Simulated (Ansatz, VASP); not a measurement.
**SnTe in two plane-wave programs**

Wanted: the spread between two codes on one cell, functional and k mesh. The cell is taken from a series of runs on this material, whose earlier steps may have relaxed, scaled, displaced or heated it; both programs get it as it stands.

Main program and level: Ansatz 0.2.0; plane waves, with VASP 6.6.1 beside it; zone-centre phonons at r2SCAN.

## (1) The starting structure

Symmetry: Fm-3m, No. 225, cubic system. Conventional cell: a = 6.376 Å, b = 6.376 Å, c = 6.376 Å, α = 90.00°, β = 90.00°, γ = 90.00°. Nearest to Sn lie 6 Te at 3.19 Å. Te has 6 Sn at 3.19 Å nearest. Farther neighbours and most contacts between anions are not listed.

As a file:

```xyz
2
Lattice="0.0000 3.1878 3.1878 3.1878 0.0000 3.1878 3.1878 3.1878 0.0000" Properties=species:S:1:pos:R:3 pbc="T T T"
Sn    0.0000    0.0000    0.0000
Te    3.1878    3.1878    3.1878
```

## (2) VASP: zone-centre phonons, r2SCAN

Second derivatives magnify differences that forces hide, and they need a tight electronic threshold.

Lines of VASP's logs that name or quote its potential files are left out, and so is its time.

INCAR reads:

```
SYSTEM = SnTe
PREC = Accurate
ENCUT = 550
EDIFF = 1E-08
NELM = 120
ISMEAR = 0
SIGMA = 0.01
LREAL = .FALSE.
ALGO = Normal
METAGGA = R2SCAN
LASPH = .TRUE.
NBANDS = 16
LORBIT = 11
LWAVE = .FALSE.
LCHARG = .FALSE.
ISIF = 2
IBRION = 6
NFREE = 2
POTIM = 0.015
NSW = 1
GGA_COMPAT = .FALSE.
EFERMI = MIDGAP
LMIXTAU = .TRUE.
KPAR = 2
```

POSCAR reads:

```
SnTe
1.0
    0.0000000000      3.1877830939      3.1877830939
    3.1877830939      0.0000000000      3.1877830939
    3.1877830939      3.1877830939      0.0000000000
Sn Te
1 1
Direct
    0.0000000000      0.0000000000      0.0000000000
    0.5000000000      0.5000000000      0.5000000000
```

KPOINTS reads:

```
Automatic mesh
0
Gamma
8 8 8
0 0 0
```

The projector-augmented-wave data sets are Sn_d and Te (PBE family, release 64).

Launch:

```bash
$ mpirun -np 2 vasp_std
```

Numbers of over 12 decimals in the logs are rounded to 6 here.

Log:

```text
[banner, memory and clock lines left out]
running    2 mpi-ranks, on    1 nodes
 distrk:  each k-point on    1 cores,    2 groups
 distr:  one band on    1 cores,    1 groups

 POSCAR found type information on POSCAR SnTe
 POSCAR found :  2 types and       2 ions
|                                                                             |
|               ----> ADVICE to this user running VASP <----                  |
|                                                                             |
|     You enforced a specific xc type in the INCAR file but a different       |
|     [... a line on the potential file left out ...]
|     I HOPE YOU KNOW WHAT YOU ARE DOING!                                     |
|                                                                             |

 LDA part: xc-table for (None), standard interpolation
 POSCAR, INCAR and KPOINTS ok, starting setup
 FFT: planning ... GRIDC
 FFT: planning ... GRID_SOFT
 FFT: planning ... GRID
 WAVECAR not read
 entering main loop
       N       E                     dE             d eps       ncg     rms          rms(c)
DAV:   1     0.874344747315E+02    0.87434E+02   -0.10259E+04   936   0.152E+03
DAV:   2    -0.421547621136E+02   -0.12959E+03   -0.12696E+03   984   0.382E+02
DAV:   3    -0.534797458239E+02   -0.11325E+02   -0.11294E+02  1224   0.951E+01
DAV:   4    -0.537834443222E+02   -0.30370E+00   -0.30366E+00  1080   0.166E+01
DAV:   5    -0.537973113890E+02   -0.13867E-01   -0.13867E-01  1408   0.329E+00    0.436E+00
DAV:   6    -0.506018718671E+02    0.31954E+01   -0.88976E-01  1128   0.142E+01    0.326E+00
DAV:   7    -0.505090023853E+02    0.92869E-01   -0.77246E-01   992   0.829E+00    0.981E-01
DAV:   8    -0.506342165848E+02   -0.12521E+00   -0.61665E-01   936   0.557E+00    0.503E-01
DAV:   9    -0.506665092555E+02   -0.32293E-01   -0.22555E-02  1160   0.108E+00    0.509E-01
DAV:  10    -0.506561659236E+02    0.10343E-01   -0.51865E-03  1032   0.446E-01    0.676E-01
DAV:  11    -0.506837509724E+02   -0.27585E-01   -0.96823E-02   960   0.196E+00    0.150E-01
DAV:  12    -0.506860784618E+02   -0.23275E-02   -0.49056E-03  1064   0.481E-01    0.131E-01
DAV:  13    -0.506837078119E+02    0.23706E-02   -0.15531E-03  1032   0.301E-01    0.286E-01
DAV:  14    -0.506866217262E+02   -0.29139E-02   -0.52459E-03   928   0.614E-01    0.205E-02
[...]
DAV:  18    -0.506867216558E+02   -0.12180E-04   -0.41269E-05  1088   0.734E-02    0.864E-03
DAV:  19    -0.506867211596E+02    0.49615E-06   -0.23372E-06  1016   0.169E-02    0.948E-03
DAV:  20    -0.506867218886E+02   -0.72903E-06   -0.14963E-07  1136   0.459E-03    0.557E-03
DAV:  21    -0.506867222310E+02   -0.34239E-06   -0.32395E-07  1128   0.636E-03    0.128E-03
DAV:  22    -0.506867224115E+02   -0.18050E-06   -0.36197E-08  1016   0.193E-03    0.982E-04
DAV:  23    -0.506867223010E+02    0.11053E-06   -0.87543E-09   744   0.778E-04    0.309E-04
DAV:  24    -0.506867222901E+02    0.10894E-07   -0.30423E-09   552   0.559E-04    0.370E-04
DAV:  25    -0.506867222872E+02    0.29290E-08   -0.88958E-10   520   0.392E-04
   1 F= -.50686722E+02 E0= -.50686722E+02  d E =-.621966E-25
[...]
2 F= -.50686819E+02 E0= -.50686819E+02  d E =-.161500E-26
[...]
3 F= -.50686819E+02 E0= -.50686819E+02  d E =-.161525E-26
[...]
4 F= -.50686819E+02 E0= -.50686819E+02  d E =-.161262E-26
 Finite differences progress:
  Degree of freedom:   2/  2
  Displacement:        1/  2
  Total:               3/  4
 bond charge predicted
       N       E                     dE             d eps       ncg     rms          rms(c)
DAV:   1    -0.506849873279E+02    0.18314E-02   -0.35462E-01  1936   0.219E+00    0.110E-01
DAV:   2    -0.506867307256E+02   -0.17434E-02   -0.94404E-03  2176   0.566E-01    0.458E-02
DAV:   3    -0.506867505417E+02   -0.19816E-04   -0.22992E-04  2656   0.108E-01    0.446E-02
DAV:   4    -0.506868096507E+02   -0.59109E-04   -0.12552E-04  2224   0.716E-02    0.318E-02
DAV:   5    -0.506867634146E+02    0.46236E-04   -0.77545E-05  2016   0.626E-02    0.707E-03
DAV:   6    -0.506868162169E+02   -0.52802E-04   -0.70305E-05  2000   0.531E-02    0.140E-02
DAV:   7    -0.506868184467E+02   -0.22298E-05   -0.13629E-06  2424   0.831E-03    0.830E-03
DAV:   8    -0.506868178095E+02    0.63719E-06   -0.36261E-07  2160   0.428E-03    0.512E-03
DAV:   9    -0.506868186908E+02   -0.88123E-06   -0.33259E-07  2024   0.457E-03    0.920E-04
DAV:  10    -0.506868186961E+02   -0.53356E-08   -0.14245E-08  2096   0.885E-04
   5 F= -.50686819E+02 E0= -.50686819E+02  d E =-.161480E-26
 Finite differences progress:
  Degree of freedom:   2/  2
  Displacement:        2/  2
  Total:               4/  4
```

From OUTCAR (step 2):

```text
ion  position               nearest neighbor table
   1  0.000  0.000  0.000-   2 3.19   2 3.19   2 3.19   2 3.19   2 3.19   2 3.19
   2  0.500  0.500  0.500-   1 3.19   1 3.19   1 3.19   1 3.19   1 3.19   1 3.19

  LATTYP: Found a face centered cubic cell.
 ALAT       =     6.3755661878

 Subroutine GETGRP returns: Found 48 space group operations
 (whereof 48 operations were pure point group operations)

The static configuration has the point symmetry O_h .

 Found     29 irreducible k-points:

   k-points           NKPTS =     29   k-points in BZ     NKDIM =     29   number of bands    NBANDS=     16

   dimension x,y,z NGX =    36 NGY =   36 NGZ =   36
   dimension x,y,z NGXF=    72 NGYF=   72 NGZF=   72

   ENCUT  =  550.0 eV  40.42 Ry    6.36 a.u.   8.62  8.62  8.62*2*pi/ulx,y,z

   NELECT =      20.0000    total number of electrons

 k-points in reciprocal lattice and weights: Automatic mesh
   0.00000000  0.00000000  0.00000000       0.002
   0.12500000  0.00000000  0.00000000       0.016
   0.25000000  0.00000000  0.00000000       0.016
   0.37500000  0.00000000  0.00000000       0.016
   0.50000000  0.00000000  0.00000000       0.008
   0.12500000  0.12500000  0.00000000       0.012
   0.25000000  0.12500000  0.00000000       0.047
   0.37500000  0.12500000  0.00000000       0.047
   0.50000000  0.12500000  0.00000000       0.047
[...]
-0.37500000  0.50000000  0.12500000       0.023
  -0.25000000  0.50000000  0.25000000       0.012

 average (electrostatic) potential at core
       1-106.6374       2 -93.0983

 E-fermi :   6.6487

 k-point     1 :       0.0000    0.0000    0.0000
  band No.  band energies     occupation
    ...
      6      -6.6498      2.00000
      7       1.6986      2.00000
      8       4.1947      2.00000
      9       4.1954      2.00000
     10       4.1954      2.00000
     11       9.9406      0.00000
     12       9.9406      0.00000
     13       9.9427      0.00000
     14      11.6149      0.00000
     15      11.6163      0.00000
    ...

 k-point     2 :       0.1250    0.0000    0.0000
  band No.  band energies     occupation
    ...
      6      -6.5178      2.00000
      7       0.9556      2.00000
      8       4.2225      2.00000
      9       4.2231      2.00000
     10       4.7423      2.00000
     11       9.2552      0.00000
     12       9.2554      0.00000
     13       9.3313      0.00000
     14      11.5652      0.00000
     15      11.9370      0.00000
    ...

 k-point     3 :       0.2500    0.0000    0.0000
  band No.  band energies     occupation
    ...
      6      -6.1475      2.00000
      7      -0.3551      2.00000
      8       4.3156      2.00000
      9       4.3163      2.00000
     10       5.5140      2.00000
     11       8.1374      0.00000
     12       8.1383      0.00000
     13       8.2797      0.00000
     14      11.9960      0.00000
     15      12.8343      0.00000
    ...

  Total       -0.0117493     -0.0130739     -0.0130739     -0.0000000     -0.0000000      0.0000000
  in kB       -0.2905526     -0.3233108     -0.3233108     -0.0000000     -0.0000000      0.0000000
  external PRESSURE =      -0.3123914 kB  Pullay stress =       0.0000000 kB

  energy-cutoff  :      550.00
  volume of cell :       64.79
      direct lattice vectors                 reciprocal lattice vectors
     0.000000000  3.187783094  3.187783094    -0.156848815  0.156848815  0.156848815
     3.187783094  0.000000000  3.187783094     0.156848815 -0.156848815  0.156848815
     3.187783094  3.187783094  0.000000000     0.156848815  0.156848815 -0.156848815

 POSITION                                       TOTAL-FORCE (eV/Angst)
 -----------------------------------------------------------------------------------
      0.00000      0.00000      0.00000         0.012713      0.000000      0.000000
      3.17278      3.18778      3.18778        -0.012713      0.000000      0.000000
 -----------------------------------------------------------------------------------
    total drift:                               -0.000001     -0.000000     -0.000000

  FREE ENERGIE OF THE ION-ELECTRON SYSTEM (eV)
  ---------------------------------------------------
  free  energy   TOTEN  =       -50.6868186961 eV

  energy  without entropy=      -50.6868186961  energy(sigma->0) =      -50.68681870

 Eigenvectors and eigenvalues of the dynamical matrix
 ----------------------------------------------------

   1 f  =    0.002506 THz     0.015743 2PiTHz    0.083575 cm-1     0.010362 meV
             X         Y         Z           dx          dy          dz
      0.000000  0.000000  0.000000     0.056825   -0.325745   -0.611540
      3.187783  3.187783  3.187783     0.058754   -0.336800   -0.632293

   2 f  =    0.002506 THz     0.015743 2PiTHz    0.083575 cm-1     0.010362 meV
             X         Y         Z           dx          dy          dz
      0.000000  0.000000  0.000000     0.683069   -0.076586    0.104267
      3.187783  3.187783  3.187783     0.706249   -0.079185    0.107805

   3 f  =    0.002506 THz     0.015743 2PiTHz    0.083575 cm-1     0.010362 meV
             X         Y         Z           dx          dy          dz
      0.000000  0.000000  0.000000    -0.116223   -0.609380    0.313796
      3.187783  3.187783  3.187783    -0.120168   -0.630060    0.324444

   4 f/i=    1.832700 THz    11.515193 2PiTHz   61.132290 cm-1     7.579435 meV
             X         Y         Z           dx          dy          dz
      0.000000  0.000000  0.000000     0.000000    0.000000   -0.718805
      3.187783  3.187783  3.187783     0.000000    0.000000    0.695212

   5 f/i=    1.832700 THz    11.515193 2PiTHz   61.132290 cm-1     7.579435 meV
             X         Y         Z           dx          dy          dz
      0.000000  0.000000  0.000000     0.276849    0.663351   -0.000000
      3.187783  3.187783  3.187783    -0.267762   -0.641579   -0.000000

   6 f/i=    1.832700 THz    11.515193 2PiTHz   61.132290 cm-1     7.579435 meV
             X         Y         Z           dx          dy          dz
      0.000000  0.000000  0.000000    -0.663351    0.276849   -0.000000
      3.187783  3.187783  3.187783     0.641579   -0.267762   -0.000000

 ELASTIC MODULI CONTR FROM IONIC RELAXATION (kBar)
 Direction    XX          YY          ZZ          XY          YZ          ZX
 --------------------------------------------------------------------------------
 XX           0.0000      0.0000      0.0000      0.0000      0.0000      0.0000
 YY           0.0000      0.0000      0.0000      0.0000      0.0000      0.0000
 ZZ           0.0000      0.0000      0.0000      0.0000      0.0000      0.0000
 XY           0.0000      0.0000      0.0000      0.0000      0.0000      0.0000
 YZ           0.0000      0.0000      0.0000      0.0000      0.0000      0.0000
 ZX           0.0000      0.0000      0.0000      0.0000      0.0000      0.0000
 --------------------------------------------------------------------------------

 total charge
# of ion       s       p       d       tot
------------------------------------------
    1        1.351   0.726   9.978  12.055
    2        1.381   2.004   0.027   3.413
--------------------------------------------------
tot          2.732   2.730  10.005  15.467

[... 3 further parts left out ...]
```

CONTCAR:

```
SnTe
   1.00000000000000
     0.0000000000000000    3.1877830938999998    3.1877830938999998
     3.1877830938999998    0.0000000000000000    3.1877830938999998
     3.1877830938999998    3.1877830938999998    0.0000000000000000
  Sn              Te
     1     1
Direct
     0.0000000000000000    0.0000000000000000    0.0000000000000000
     0.5023527322214463    0.4976472677785538    0.4976472677785537
```

Levels, forces or a CONTCAR printed for this step are those of its last displaced cell, not of the structure at rest.

(Part 1 of 2 ends here.)

[Lines on the potential files, build, host, timing and source positions are cut from VASP's logs without a mark.]

[Logs are printed without paths, hosts, clocks, repeated set-up lines and the standing remarks that a program may print on its own settings, such as how far it seeks lower states.]

[Hosts, paths, dates, database ids (printed as entryN), source tags and the programs' standing remarks are cut or masked in the printed files.]
